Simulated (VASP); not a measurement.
# Si2Sb2Te (I4/mmm) in VASP: notebook

Aim: see how the results for Si2Sb2Te move with the level of theory and the settings. Levels: PBE, r2SCAN. Tasks: relaxation of cell and atoms, single point.

Everything below comes from runs of VASP 6.6.1. Logs are shortened: lines on timing, memory, paths and dates and some standing lists are left out, and cuts for length are marked.

## (1) Starting point

The structure is tetragonal, space group I4/mmm (No. 139). Conventional cell: a = 5.090 Å, b = 5.090 Å, c = 9.328 Å, α = 90.00°, β = 90.00°, γ = 90.00°. Si (site symmetry 4mm) is surrounded by 1 Si at 2.43 Å and 4 Sb at 2.78 Å. Sb (site symmetry -4m2) is surrounded by 4 Si at 2.78 Å. Te (site symmetry 4/mmm) is surrounded by 10 Si at 3.45 to 3.80 Å and 8 Sb at 3.45 Å.

The cell was built by a generator and needn't be a form met in nature.

## (2) Relaxation of cell and atoms, PBE

INCAR reads:

```
SYSTEM = Si2Sb2Te
PREC = Accurate ; ENCUT = 520
EDIFF = 1E-6 ; ISMEAR = 0
SIGMA = 0.1 ; LREAL = .FALSE.
LASPH = .TRUE. ; NELM = 120
ALGO = Normal ; ISIF = 3
LWAVE = .FALSE. ; LCHARG = .FALSE.
GGA = PE ; IBRION = 2
NSW = 90 ; EDIFFG = -0.01
KPAR = 4
```

KPOINTS reads:

```
regular mesh
0
G
  8 8 8
  0 0 0
```

POSCAR reads:

```
Si2Sb2Te
1.0
   -2.5450000000      2.5450000000      4.6640000000
    2.5450000000     -2.5450000000      4.6640000000
    2.5450000000      2.5450000000     -4.6640000000
Si Sb Te
2 2 1
Direct
    0.6300385900      0.6300385900      0.0000000000
    0.3699614100      0.3699614100      0.0000000000
    0.7500000000      0.2500000000      0.5000000000
    0.2500000000      0.7500000000      0.5000000000
    0.0000000000      0.0000000000      0.0000000000
```

Potentials or basis: VASP PAW PBE potentials, release 64 (Si, Sb, Te).

The run is started by

```sh
$ cat potpaw_PBE.64/Si/POTCAR potpaw_PBE.64/Sb/POTCAR potpaw_PBE.64/Te/POTCAR > POTCAR
$ mpirun -np 4 vasp_std > vasp.out
```

OUTCAR:

```text
SYSTEM = Si2Sb2Te
   PREC = Accurate
   ENCUT = 520
   EDIFF = 1E-6
   ISMEAR = 0
   LREAL = .FALSE.
   LASPH = .TRUE.
   NELM = 120
   ISIF = 3
   GGA = PE
   IBRION = 2
   NSW = 90
   EDIFFG = -0.01

 ion  position               nearest neighbor table
   1  0.630  0.630  0.000-   2 2.43   3 2.78   4 2.78   3 2.78   4 2.78
   2  0.370  0.370  0.000-   1 2.43   3 2.78   4 2.78   4 2.78   3 2.78
   3  0.750  0.250  0.500-   2 2.78   1 2.78   2 2.78   1 2.78   5 3.45   5 3.45   5 3.45   5 3.45
                             4 3.60   4 3.60   4 3.60   4 3.60
   4  0.250  0.750  0.500-   2 2.78   1 2.78   2 2.78   1 2.78   5 3.45   5 3.45   5 3.45   5 3.45
                             3 3.60   3 3.60   3 3.60   3 3.60
   5  0.000  0.000  0.000-   3 3.45   4 3.45   3 3.45   4 3.45   3 3.45   4 3.45   3 3.45   4 3.45

  LATTYP: Found a body centered tetragonal cell.
 ALAT       =     5.0900000000
 C/A-ratio  =     1.8326129666

  Lattice vectors:

 A1 = (  -2.5450000000,   2.5450000000,   4.6640000000)
 A2 = (   2.5450000000,  -2.5450000000,   4.6640000000)
 A3 = (   2.5450000000,   2.5450000000,  -4.6640000000)

Analysis of symmetry for initial positions (statically):
=====================================================================
 Subroutine PRICEL returns:
 Original cell was already a primitive cell.

 Routine SETGRP: Setting up the symmetry group for a
 body centered tetragonal supercell.

 Subroutine GETGRP returns: Found 16 space group operations
 (whereof 16 operations were pure point group operations)
 out of a pool of 16 trial point group operations.

The static configuration has the point symmetry D_4h.

Analysis of symmetry for dynamics (positions and initial velocities):
=====================================================================
 Subroutine PRICEL returns:
 Original cell was already a primitive cell.

 Routine SETGRP: Setting up the symmetry group for a
 body centered tetragonal supercell.

 Subroutine GETGRP returns: Found 16 space group operations
 (whereof 16 operations were pure point group operations)
 out of a pool of 16 trial point group operations.

The dynamic configuration has the point symmetry D_4h.

 Subroutine INISYM returns: Found 16 space group operations
 (whereof 16 operations are pure point group operations),
 and found     1 'primitive' translations

----------------------------------------------------------------------------------------

                                     Primitive cell

  volume of cell :     120.8354

  direct lattice vectors                    reciprocal lattice vectors
    -2.545000000  2.545000000  4.664000000     0.000000000  0.196463654  0.107204117
     2.545000000 -2.545000000  4.664000000     0.196463654  0.000000000  0.107204117
     2.545000000  2.545000000 -4.664000000     0.196463654  0.196463654  0.000000000

  length of vectors
     5.891260137  5.891260137  5.891260137     0.223809495  0.223809495  0.277841564

  position of ions in fractional coordinates (direct lattice)
     0.630038590  0.630038590  0.000000000
     0.369961410  0.369961410  0.000000000
     0.750000000  0.250000000  0.500000000
     0.250000000  0.750000000  0.500000000
     0.000000000  0.000000000  0.000000000

  ion indices of the primitive-cell ions
   primitive index   ion index
                 1           1
                 2           2
                 3           3
                 4           4
                 5           5

----------------------------------------------------------------------------------------

 KPOINTS: regular mesh

Automatic generation of k-mesh.
 Grid dimensions read from file:
 generate k-points for:    8    8    8

 Generating k-lattice:

  Cartesian coordinates                     Fractional coordinates (reciprocal lattice)
     0.000000000  0.024557957  0.013400515     0.125000000  0.000000000  0.000000000
     0.024557957  0.000000000  0.013400515     0.000000000  0.125000000  0.000000000
     0.024557957  0.024557957  0.000000000     0.000000000  0.000000000  0.125000000

  Length of vectors
     0.027976187  0.027976187  0.034730196

  Shift w.r.t. Gamma in fractional coordinates (k-lattice)
     0.000000000  0.000000000  0.000000000

 Subroutine IBZKPT returns following result:
 ===========================================

 Found     59 irreducible k-points:

 Following reciprocal coordinates:
            Coordinates               Weight
  0.000000  0.000000  0.000000      1.000000
  0.125000  0.000000 -0.000000      8.000000
  0.250000  0.000000 -0.000000      8.000000
  0.375000  0.000000 -0.000000      8.000000
  0.500000  0.000000 -0.000000      4.000000
  0.125000  0.125000 -0.000000      8.000000
[... 16 lines left out ...]
  0.250000  0.125000  0.125000     16.000000
  0.375000  0.125000  0.125000      8.000000
 [... further k-points ...]
   k-points           NKPTS =     59   k-points in BZ     NKDIM =     59   number of bands    NBANDS=     16
   number of dos      NEDOS =    301   number of ions     NIONS =      5
   total plane-waves  NPLWV = 110592
   dimension x,y,z NGX =    48 NGY =   48 NGZ =   48
   dimension x,y,z NGXF=    96 NGYF=   96 NGZF=   96
   ions per type =               2   2   1
   NGX,Y,Z   is equivalent  to a cutoff of  13.55, 13.55, 13.55 a.u.
   NGXF,Y,Z  is equivalent  to a cutoff of  27.09, 27.09, 27.09 a.u.
 SYSTEM =  Si2Sb2Te
   PREC   = accura    normal or accurate (medium, high low for compatibility)
   ISTART =      0    job   : 0-new  1-cont  2-samecut
   ICHARG =      2    charge: 1-file 2-atom 10-const
   ISPIN  =      1    spin polarized calculation?
   LNONCOLLINEAR =      F non collinear calculations
   LSORBIT =      F    spin-orbit coupling
   LASPH  =      T    aspherical Exc in radial PAW
   ENCUT  =  520.0 eV  38.22 Ry    6.18 a.u.  10.95 10.95 10.95*2*pi/ulx,y,z
   NELM   =    120;   NELMIN=  2; NELMDL= -5     # of ELM steps
   EDIFF  = 0.1E-05   stopping-criterion for ELM
   LREAL  =      F    real-space projection
   EDIFFG = -.1E-01   stopping-criterion for IOM
   NSW    =     90    number of steps for IOM
   IBRION =      2    ionic relax: 0-MD 1-quasi-New 2-CG
   NFREE  =      1    steps in history (QN), initial steepest desc. (CG)
   ISIF   =      3    stress and relaxation
   ISYM   =      2    0-nonsym 1-usesym 2-fastsym
   POTIM  = 0.5000    time-step for ionic-motion
   TEBEG  =    0.0;   TEEND  =   0.0 temperature during run
   PSTRESS=    0.0 pullay stress
   NELECT =      24.0000    total number of electrons
   NUPDOWN=      -1.0000    fix difference up-down
   EMIN   =  10.00;   EMAX   =-10.00  energy-range for DOS
   EFERMI =   0.00;   METHOD = LEGACY
   ISMEAR =     0;   SIGMA  =   0.10  broadening in eV -4-tet -1-fermi 0-gaus
   EFERMI_NEDOS =   21; number of points for ismear=-14 and -15
   IALGO  =     38    algorithm
   IMIX   =      4    mixing-type and parameters
     AMIX     =   0.40;   BMIX     =  1.00
     AMIX_MAG =   1.60;   BMIX_MAG =  1.00
  volume/ion in A,a.u.               =      24.17       163.09
  Fermi-wavevector in a.u.,A,eV,Ry     =   0.955170  1.805009 12.413264  0.912349
  Thomas-Fermi vector in A             =   2.083983
   LORBIT       =      0    0 simple, 1 ext, 2 COOP (PROOUT), +10 PAW based schemes
   GGA     = PE    functional components
   LHFCALC =     F    Hartree Fock is set to
   AEXX    =    0.0000 exact exchange contribution
   IVDW    =     0    specifies the selected vdW correction
   LEPSILON=     F    determine dielectric tensor
   LRPA    =     F    only Hartree local field effects (RPA)
 conjugate gradient relaxation of ions
 non-spin polarized calculation
 Gauss-broadening in eV      SIGMA  =   0.10
  energy-cutoff  :      520.00
  volume of cell :      120.84
 maximum number of plane-waves:      3284
 NGX is ok and might be reduce to    48
   NGX = 21   NGY = 21   NGZ = 21

--------------------------------------- Ionic step        1  -------------------------------------------

 number of electron      23.9999999 magnetization

 Free energy of the ion-electron system (eV)
  ---------------------------------------------------
  ext. energy  EPLUGINS =         0.00000000
  ---------------------------------------------------
  free energy    TOTEN  =       -20.88479805 eV

  energy without entropy =      -20.87544075  energy(sigma->0) =      -20.88011940

------------------------ aborting loop because EDIFF is reached ----------------------------------------

  FORCE on cell =-STRESS in cart. coord.  units (eV):
  Direction    XX          YY          ZZ          XY          YZ          ZX
  --------------------------------------------------------------------------------------
  -------------------------------------------------------------------------------------
  Total       -0.3025760     -0.3025760     -0.4856234      0.0000000     -0.0000000      0.0000000
  in kB       -4.0119075     -4.0119075     -6.4389658      0.0000000     -0.0000000      0.0000000
  external PRESSURE =      -4.8209270 kB  Pullay stress =       0.0000000 kB
[... 258 lines left out ...]
  energy  without entropy=      -20.8778022755  energy(sigma->0) =      -20.88219019

--------------------------------------- Ionic step        8  -------------------------------------------

 number of electron      24.0000000 magnetization

 Free energy of the ion-electron system (eV)
  ---------------------------------------------------
  ext. energy  EPLUGINS =         0.00000000
  ---------------------------------------------------
  free energy    TOTEN  =       -20.88659620 eV

  energy without entropy =      -20.87783324  energy(sigma->0) =      -20.88221472

 E-fermi :   7.6303     XC(G=0): -10.0514

 val. band max:        7.6284616723   @ k =   0.3750   0.2500   0.1250
 cond. band min:       7.6340250205   @ k =  -0.1250  -0.1250   0.1250
 fundamental gap:      0.0055633482
 Fermi energy:         7.6303376356

 k-point     1 :       0.0000    0.0000    0.0000
  band No.  band energies     occupation
      1      -5.3746      2.00000
      2      -1.6293      2.00000
      3      -0.4043      2.00000
      4       1.3246      2.00000
      5       1.6095      2.00000
      6       2.9265      2.00000
[... 8 lines left out ...]
     15      10.8425      0.00000
     16      11.5002      0.00000
[... 420 lines left out ...]
  band No.  band energies     occupation
      1      -3.6606      2.00000
      2      -3.0546      2.00000
      3      -1.8939      2.00000
      4      -0.5875      2.00000
      5       0.7481      2.00000
      6       2.3988      2.00000
[... 8 lines left out ...]
     15       9.9981      0.00000
     16      10.4690      0.00000

 [... further k-points ...]

------------------------ aborting loop because EDIFF is reached ----------------------------------------

  FORCE on cell =-STRESS in cart. coord.  units (eV):
  Direction    XX          YY          ZZ          XY          YZ          ZX
  --------------------------------------------------------------------------------------
  -------------------------------------------------------------------------------------
  Total        0.0009365      0.0009365     -0.0036456      0.0000000      0.0000000      0.0000000
  in kB        0.0125155      0.0125155     -0.0487201      0.0000000      0.0000000      0.0000000
  external PRESSURE =      -0.0078964 kB  Pullay stress =       0.0000000 kB
[... 20 lines left out ...]
  FREE ENERGIE OF THE ION-ELECTRON SYSTEM (eV)
  ---------------------------------------------------
  free  energy   TOTEN  =       -20.8865961997 eV

  energy  without entropy=      -20.8778332430  energy(sigma->0) =      -20.88221472

 reached required accuracy - stopping structural energy minimisation
```

Wall time 1.8 min (4 MPI ranks of AMD EPYC 9R45 (Zen 5), shared host); peak memory 0.41 GiB.

Results:

```
Free energy                            : -20.8866 eV
Relaxed volume                         : 23.98 Å³/atom
Relaxed cell                           : a = 5.868 Å, b = 5.868 Å, c = 5.868 Å, α = 128.65°, β = 128.65°, γ = 75.57°
Space group after relaxing (to 0.05 Å) : I4/mmm (No. 139)
Energy gained by relaxing              : 0.4 meV/atom
Ionic steps                            : 8
Pressure after relaxing                : 0.0 GPa
Largest force after relaxing           : 0.004 eV/Å
Band gap on the k mesh                 : none (metal or under the smearing width)
```

Forces in eV/Å, atoms in the order of the input:
```
Si   0.000  0.000 -0.004
Si   0.000  0.000  0.004
Sb   0.000  0.000  0.000
Sb   0.000  0.000  0.000
Te   0.000  0.000  0.000
```

The path:
```
step  energy change (eV)  largest force (eV/Å)  pressure (GPa)  volume (Å³)
   1              0.0000                0.0185           -0.48       120.84
   2             -0.0014                0.0203            0.19       119.57
   3             -0.0016                0.0199            0.03       119.86
   4             -0.0016                0.0200            0.03       119.88
   5             -0.0017                0.0186            0.01       119.89
   6             -0.0018                0.0170           -0.01       119.91
   7             -0.0018                0.0174           -0.01       119.91
   8             -0.0018                0.0044            0.00       119.89
```

Final structure:
```
Si Sb Te
1.0
    -2.54220    2.54220    4.63763
     2.54220   -2.54220    4.63763
     2.54220    2.54220   -4.63763
Si Sb Te
2 2 1
Direct
  0.63050 0.63050 0.00000
  0.36950 0.36950 0.00000
  0.75000 0.25000 0.50000
  0.25000 0.75000 0.50000
  0.00000 0.00000 0.00000
```

## (3) Relaxation of cell and atoms, PBE

This run uses another cell than the first one, of 23.98 Å³/atom, 0.992 times its volume.

INCAR reads:

```
SYSTEM = Si2Sb2Te
PREC = Accurate ; ENCUT = 520
EDIFF = 1E-7 ; ISMEAR = 0
SIGMA = 0.1 ; LREAL = .FALSE.
LASPH = .TRUE. ; NELM = 120
ALGO = Normal ; ISIF = 3
LWAVE = .FALSE. ; LCHARG = .FALSE.
GGA = PE ; IBRION = 2
NSW = 60 ; EDIFFG = -0.005
POTIM = 0.3 ; KPAR = 4
```

KPOINTS is that of step 2.

POSCAR reads:

```
Si2Sb2Te                                
1.0
   -2.5422044265      2.5422044265      4.6376309058
    2.5422044265     -2.5422044265      4.6376309058
    2.5422044265      2.5422044265     -4.6376309058
  Si              Sb              Te            
     2     2     1
Direct
     0.6304998327415575    0.6304998327415575    1.0000000000000000
     0.3695001672584425    0.3695001672584425    0.0000000000000000
     0.7500000000000000    0.2500000000000000    0.5000000000000000
     0.2500000000000000    0.7500000000000000    0.5000000000000000
     0.0000000000000000    0.0000000000000000    0.0000000000000000
```

Potentials or basis: VASP PAW PBE potentials, release 64 (Si, Sb, Te).

The run is started by

```sh
$ cat potpaw_PBE.64/Si/POTCAR potpaw_PBE.64/Sb/POTCAR potpaw_PBE.64/Te/POTCAR > POTCAR
$ mpirun -np 4 vasp_std > vasp.out
```

It took 33 s on 4 MPI ranks of AMD EPYC 9R45 (Zen 5), shared host; peak memory 0.38 GiB.

The run converged. Its results:

* Free energy: -20.8865 eV
* Pressure after relaxing: 0.0 GPa
* Largest force after relaxing: 0.005 eV/Å
* Band gap on the k mesh: none (metal or under the smearing width)

Forces in eV/Å, atoms in the order of the input:
```
Si   0.000  0.000 -0.005
Si   0.000  0.000  0.005
Sb   0.000  0.000  0.000
Sb   0.000  0.000  0.000
Te   0.000  0.000  0.000
```

Final structure:
```
Si Sb Te
1.0
    -2.54220    2.54220    4.63763
     2.54220   -2.54220    4.63763
     2.54220    2.54220   -4.63763
Si Sb Te
2 2 1
Direct
  0.63050 0.63050 0.00000
  0.36950 0.36950 0.00000
  0.75000 0.25000 0.50000
  0.25000 0.75000 0.50000
  0.00000 0.00000 0.00000
```

Levels at points of the mesh, in eV from the Fermi level:
| k point | band 8 | band 9 | band 10 | band 11 | band 12 | band 13 | band 14 | band 15 | band 16 |
| --- | --- | --- | --- | --- | --- | --- | --- | --- | --- |
| (0.00, 0.00, 0.00) | -3.93 | -2.71 | -2.71 | -1.72 | -1.72 | -1.55 | -0.09 | 3.21 | 3.87 |
| (0.50, 0.00, 0.00) | -3.89 | -2.06 | -1.89 | -1.03 | -0.60 | 0.76 | 1.52 | 1.53 | 1.86 |
| (0.50, 0.50, 0.00) | -2.25 | -2.10 | -1.34 | 0.55 | 1.32 | 1.60 | 2.01 | 2.91 | 3.12 |
| (0.50, 0.50, 0.50) | -1.44 | -1.14 | -1.14 | -0.67 | -0.17 | -0.17 | 0.09 | 0.15 | 2.66 |

Caveat: the relaxation stopped at its first step, so nothing moved. Spin-orbit coupling is left out, which matters for the levels of Sb, Te.

[end of part 1 of 2]
